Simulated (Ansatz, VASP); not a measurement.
# Cross-check of SnSe2 between VASP and Ansatz, part 2 of 2

Aim: how closely do two programs agree when they are given the same cell, functional and k mesh?

VASP 6.6.1 and Ansatz 0.2.0.

So far. Step 4 (Differences): The walks stopped with 0.00 GPa left in Ansatz and 0.04 GPa in VASP; each walk ends within a tolerance, so the volume difference is uncertain by about these residues over the bulk modulus, most in soft cells.

## (5) Ansatz: band structure, HSE06

Level of this step: Ansatz beside VASP: Kohn-Sham DFT, plane waves, HSE06 (Ansatz).

The same path points are solved in both programs, so levels can be compared one by one. The cell compared in this pair holds 77.53 Å³, against 77.18 Å³ for the pair before.

The cell is taken from a series of VASP runs on this material, whose earlier steps may have relaxed, scaled or displaced it; both programs get it as it stands.

Input file input.yaml:

```yaml
crystal:
  lattice:
    - [3.8202979081, 0.0, 0.0]
    - [-1.910148954, 3.3084750384, 0.0]
    - [0.0, 0.0, 6.1341064093]
  atoms:
    - { symbol: Sn, position: [0.0, 0.0, 0.0] }
    - { symbol: Se, position: [0.3333333333, 0.6666666667, 0.2587113852] }
    - { symbol: Se, position: [0.6666666667, 0.3333333333, 0.7412886148] }
hamiltonian:
  xc: { exchange: pbe, correlation: pbe, exx: { coeff: 0.25, omega: 0.2 } }
  pseudopotentials: { kind: paw }
kpoints:
  mp_grid: { grid: [4, 4, 3] }
  band_path:
    path:
      - [0.0, 0.0, 0.0]
      - [0.4, 0.0, 0.0]
      - [0.4, 0.2, 0.0]
      - [0.2, 0.2, 0.0]
      - [0.06667, 0.06667, 0.0]
      - [0.0, 0.0, 0.1]
      - [0.0, 0.0, 0.5]
      - [0.4, 0.0, 0.5]
      - [0.4, 0.2, 0.5]
      - [0.2, 0.2, 0.5]
      - [0.5, 0.0, 0.4]
      - [0.5, 0.0, 0.3]
      - [0.33333, 0.33333, 0.0]
      - [0.33333, 0.33333, 0.5]
    npoints: 1
scf:
  occupations: { method: gaussian, width: 0.05 }
  n_extra_bands: 7
output:
  forces: true
  stress: true
  eigenvalues: true
```

Run with:

```console
> ansatz run input.yaml --threads 4 --pin off --max-ram 9216MiB --backend cpu --events-out ev --progress --plain --runs-dir out
```

Numbers of over 12 decimals in the logs are rounded to 6 here.

Log:

```text
[...]
--- Band table (eV; the first three rows and the last of 9) ---
  k-point 0: bands = [... 19 lower, 6.9402, 7.2208, 7.2208, 7.4638, 9.3188, 11.4938, 13.1674, 13.1674, ... 3 higher]
  k-point 1: bands = [... 19 lower, 6.8280, 6.8280, 7.3886, 7.3886, 10.5943, 11.4633, 12.9039, 12.9039, ... 3 higher]
  k-point 2: bands = [... 19 lower, 5.0650, 5.5681, 7.2882, 7.4887, 10.2798, 12.3389, 13.7987, 14.0812, ... 3 higher]
  k-point 8: bands = [... 19 lower, 3.7252, 4.5205, 6.2313, 7.1912, 10.3363, 12.8369, 13.9847, 14.8394, ... 3 higher]
[key lines of the parts left out:]
Free energy (F): -16970.371592 eV
Fermi energy:    8.174811 eV
P = ⅓ Tr σ = 0.4192 GPa (4.192 kbar)
```

Wall time 35 s (4 threads of Intel Xeon Platinum 8375C at 2.90GHz (Ice Lake), shared host); peak memory 1.1 GiB.

## (6) VASP: band structure, HSE06

The same cell, functional, mesh and smearing now go to VASP, with its own data sets and cutoff.

The run reads the wave functions of an earlier VASP run, which isn't shown here.

Input file INCAR:

```
SYSTEM = SnSe2
PREC = Accurate
ENCUT = 400
EDIFF = 1E-06
NELM = 100
ISMEAR = 0
SIGMA = 0.05
LREAL = .FALSE.
ALGO = Normal
LHFCALC = .TRUE.
AEXX = 0.25
GGA = PE
HFSCREEN = 0.2
LASPH = .TRUE.
NBANDS = 19
PRECFOCK = Fast
LORBIT = 11
LWAVE = .FALSE.
LCHARG = .FALSE.
KPAR = 2
```

Input file POSCAR:

```
SnSe2
1.0
    3.8202979081      0.0000000000      0.0000000000
   -1.9101489540      3.3084750384      0.0000000000
    0.0000000000      0.0000000000      6.1341064093
Sn Se
1 2
Direct
    0.0000000000      0.0000000000      0.0000000000
    0.3333333333      0.6666666667      0.2587113852
    0.6666666667      0.3333333333      0.7412886148
```

Input file KPOINTS:

```
Automatic mesh
0
Gamma
4 4 3
0 0 0
```

Input file KPOINTS_OPT:

```
Line mode
6
Line-mode
Reciprocal
  0.00000000   0.00000000   0.00000000 GAMMA
  0.50000000   0.00000000   0.00000000 M

  0.50000000   0.00000000   0.00000000 M
  0.33333333   0.33333333   0.00000000 K

  0.33333333   0.33333333   0.00000000 K
  0.00000000   0.00000000   0.00000000 GAMMA

  0.00000000   0.00000000   0.00000000 GAMMA
  0.00000000   0.00000000   0.50000000 A

  0.00000000   0.00000000   0.50000000 A
  0.50000000   0.00000000   0.50000000 L

  0.50000000   0.00000000   0.50000000 L
  0.33333333   0.33333333   0.50000000 H

  0.33333333   0.33333333   0.50000000 H
  0.00000000   0.00000000   0.50000000 A

  0.50000000   0.00000000   0.50000000 L
  0.50000000   0.00000000   0.00000000 M

  0.33333333   0.33333333   0.00000000 K
  0.33333333   0.33333333   0.50000000 H
```

The projector-augmented-wave data sets are Sn_d and Se (PBE family, release 64).

Run with:

```console
> mpirun -np 2 vasp_std
```

Log:

```text
[banner, memory and clock lines left out]
running    2 mpi-ranks, on    1 nodes
[...]
LDA part: xc-table for (Slater+PW92), standard interpolation
 found WAVECAR, reading the header
 POSCAR, INCAR and KPOINTS ok, starting setup
[...]
reading WAVECAR
 the WAVECAR file was read successfully
 initial charge from wavefunction
 entering main loop
       N       E                     dE             d eps       ncg     rms          rms(c)
DAV:   1    -0.144685445241E+02   -0.14469E+02   -0.95028E-01   362   0.933E+00    0.217E+00
DAV:   2    -0.144795568494E+02   -0.11012E-01   -0.65010E-02   366   0.142E+00    0.147E+00
DAV:   3    -0.144767458382E+02    0.28110E-02   -0.81374E-03   502   0.584E-01    0.906E-01
DAV:   4    -0.144763647080E+02    0.38113E-03   -0.15347E-03   383   0.282E-01    0.530E-01
DAV:   5    -0.144761863175E+02    0.17839E-03   -0.16422E-04   384   0.146E-01    0.305E-01
DAV:   6    -0.144761199628E+02    0.66355E-04   -0.75318E-05   431   0.840E-02    0.167E-01
[...]
1 F= -.14476102E+02 E0= -.14476102E+02  d E =-.110858E-20
 Start KPOINTS_OPT (optional k-point list driver)
k-point batch [1-9\54]
       N       E                     dE             ncg
DAV:   1    -0.378618733631E+02   -0.46118E+04      348
DAV:   2    -0.180084829962E+04   -0.17630E+04      372
DAV:   3    -0.202653738668E+04   -0.22569E+03      424
DAV:   4    -0.203872692363E+04   -0.12190E+02      381
DAV:   5    -0.203897897344E+04   -0.25205E+00      465
DAV:   6    -0.203898445288E+04   -0.54794E-02      427
DAV:   7    -0.203898461581E+04   -0.16293E-03      483
DAV:   8    -0.203898461847E+04   -0.26578E-05      362
DAV:   9    -0.203898461862E+04   -0.14959E-06      256
[...]
k-point batch [46-54\54]
       N       E                     dE             ncg
DAV:   1    -0.101147816169E+03   -0.73518E+04      342
DAV:   2    -0.189169050924E+04   -0.17905E+04      359
DAV:   3    -0.209646119459E+04   -0.20477E+03      427
DAV:   4    -0.210460600211E+04   -0.81448E+01      413
DAV:   5    -0.210478318618E+04   -0.17718E+00      489
DAV:   6    -0.210478736200E+04   -0.41758E-02      449
DAV:   7    -0.210478757195E+04   -0.20995E-03      494
DAV:   8    -0.210478757925E+04   -0.73054E-05      370
DAV:   9    -0.210478757946E+04   -0.20312E-06      307
```

Parts of OUTCAR (step 6):

```text
 POSITION                                       TOTAL-FORCE (eV/Angst)
 -----------------------------------------------------------------------------------
      0.00000      0.00000      0.00000         0.000000      0.000000      0.000000
     -0.00000      2.20565      1.58696        -0.000000      0.000000     -0.437191
      1.91015      1.10283      4.54714        -0.000000     -0.000000      0.437191
 -----------------------------------------------------------------------------------
    total drift:                               -0.000000     -0.000002      0.000000

  FREE ENERGIE OF THE ION-ELECTRON SYSTEM (eV)
  ---------------------------------------------------
  free  energy   TOTEN  =       -14.4761016675 eV

  energy  without entropy=      -14.4761016675  energy(sigma->0) =      -14.47610167

[... 3 further parts left out ...]
[key lines of the parts left out:]
E-fermi :   3.8625
```

## (7) Differences

What differs besides the data sets and the points named for the pairs above, as far as they apply: exact exchange at q = 0 is treated differently, which shows on coarse meshes; VASP keeps PBE cores, Ansatz makes them for the functional; VASP takes a coarser grid for exact exchange (PRECFOCK = Fast). Total energies have different zeros and are not compared.

Both answers:

| quantity | Ansatz | VASP | difference |
| --- | --- | --- | --- |
| gap over the path points (eV) | 1.264 | 1.271 | -0.007 |

Forces (eV/Å; atoms numbered as in POSCAR):

| atom | Ansatz x, y, z | VASP x, y, z |
| --- | --- | --- |
| Sn1 | 0.000, 0.000, 0.000 | 0.000, 0.000, 0.000 |
| Se2 | 0.000, 0.000, -0.423 | 0.000, 0.000, -0.437 |
| Se3 | 0.000, 0.000, 0.423 | 0.000, 0.000, 0.437 |

Levels at points of the path, from each program's valence-band top (eV; 4 filled, then empty):

| k (reciprocal lattice) | Ansatz | VASP |
| --- | --- | --- |
| 0.000 0.000 0.000 | -0.67 -0.39 -0.39 -0.15 1.70 3.88 5.55 | -0.67 -0.40 -0.40 -0.15 1.70 3.89 5.56 |
| 0.400 0.000 0.000 | -3.40 -2.66 -1.15 -0.28 1.92 4.62 6.16 | -3.39 -2.65 -1.14 -0.28 1.92 4.63 6.17 |
| 0.400 0.200 0.000 | -3.60 -3.23 -1.69 -1.57 1.94 6.52 6.53 | -3.59 -3.22 -1.68 -1.56 1.94 6.53 6.53 |
| 0.200 0.200 0.000 | -3.92 -1.94 -1.72 -0.53 2.50 6.22 6.36 | -3.91 -1.93 -1.72 -0.52 2.50 6.23 6.36 |
| 0.067 0.067 0.000 | -1.60 -0.61 -0.43 0.00 2.65 4.62 5.09 | -1.60 -0.61 -0.43 0.00 2.64 4.62 5.11 |
| 0.000 0.000 0.100 | -0.69 -0.45 -0.37 -0.37 1.95 3.88 5.52 | -0.69 -0.45 -0.37 -0.37 1.94 3.89 5.53 |
| 0.000 0.000 0.500 | -0.81 -0.81 -0.18 -0.18 3.31 3.78 5.21 | -0.81 -0.81 -0.19 -0.19 3.31 3.79 5.22 |
| 0.400 0.000 0.500 | -2.42 -2.21 -1.16 -0.78 1.48 5.05 5.80 | -2.42 -2.20 -1.15 -0.78 1.49 5.06 5.81 |
| 0.400 0.200 0.500 | -4.05 -3.31 -0.64 -0.49 2.58 5.23 5.74 | -4.04 -3.30 -0.64 -0.49 2.58 5.24 5.75 |
| 0.200 0.200 0.500 | -3.37 -2.54 -0.92 -0.90 2.80 5.38 6.49 | -3.36 -2.53 -0.91 -0.90 2.80 5.39 6.50 |

The forces differ by 6.6 meV/Å r.m.s., which is 3.2 % of the r.m.s. force of 0.21 eV/Å (both taken over all components). Among the levels compared at these points, filled levels agree within 12 meV and empty ones within 15 meV.

## (8) Summary of results

| Quantity | Value |
| --- | --- |
| difference in volume (relaxation of cell and atoms, PBEsol) | 0.14 % |
| difference in gap over the path points (band structure, HSE06) | -0.0070 eV |
| r.m.s. force difference (band structure, HSE06) | 3.2 % of the r.m.s. force |

What this shows: The r.m.s. force difference is 3.2 % of the r.m.s. force (band structure, HSE06), beyond the 3 % picked in this series as the mark of a large difference. How closely two codes agree says nothing of how well the functional describes the real material.

[Lines on the potential files, build, host, timing and source positions are cut from VASP's logs without a mark.]

[Logs are printed without paths, hosts, clocks, repeated set-up lines and the standing remarks that a program may print on its own settings, such as how far it seeks lower states.]

[Hosts, paths, dates, database ids (printed as entryN), source tags and the programs' standing remarks are cut or masked in the printed files.]
